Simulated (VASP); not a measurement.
Runs of VASP 6.6.1 on TaAs. It takes space group I4_1md (No. 109, tetragonal). The conventional cell has a = 3.444 Å, b = 3.444 Å, c = 11.736 Å, α = 90.00°, β = 90.00°, γ = 90.00°. Around Ta (site symmetry 2mm) lie 6 As at 2.61 to 2.62 Å. Around As (site symmetry 2mm) lie 6 Ta at 2.61 to 2.62 Å. The cell is a database's computed one.

| task | level | potentials or basis | cell | cutoff (eV) | gap on the mesh (eV) | pressure (GPa) | largest force (eV/Å) |
| --- | --- | --- | --- | --- | --- | --- | --- |
| relaxation of the atoms | PBEsol | VASP PAW PBE potentials, release 64 (Ta_pv, As) | atoms relaxed from: a relaxed cell with its volume scaled by 0.98 | 520 | none | 0.5 | 0.01 |
| electric field gradients | r2SCAN | VASP PAW PBE potentials, release 64 (Ta_pv, As) | as given | 520 | none | 0.0 | 0.02 |
| relaxation of cell and atoms | PBEsol | VASP PAW PBE potentials, release 64 (Ta_pv, As) | relaxed | 600 | none | 0.0 | - |
| relaxation of the atoms | PBEsol | VASP PAW PBE potentials, release 64 (Ta_pv, As) | atoms relaxed | 520 | none | -3.2 | - |
| electric field gradients | PBEsol | VASP PAW PBE potentials, release 64 (Ta_pv, As_d) | as given | 600 | none | (a) | - |

Alike in all rows: no spin polarisation; k mesh 13 × 13 × 13; smearing fermi-dirac 0.05 eV.

Fill in the values left out.

(a) -3.6.

Caveats: the PAW data sets were made with another functional, which shifts forces and pressure a little; the relaxation stopped at its first step, so nothing moved (some runs).

A k mesh can miss the band edges, and the runs leave out spin-orbit coupling on As, Ta.

A gap of «none» marks a metal or a gap under the smearing width.

The runs don't all hold the same shells in valence.
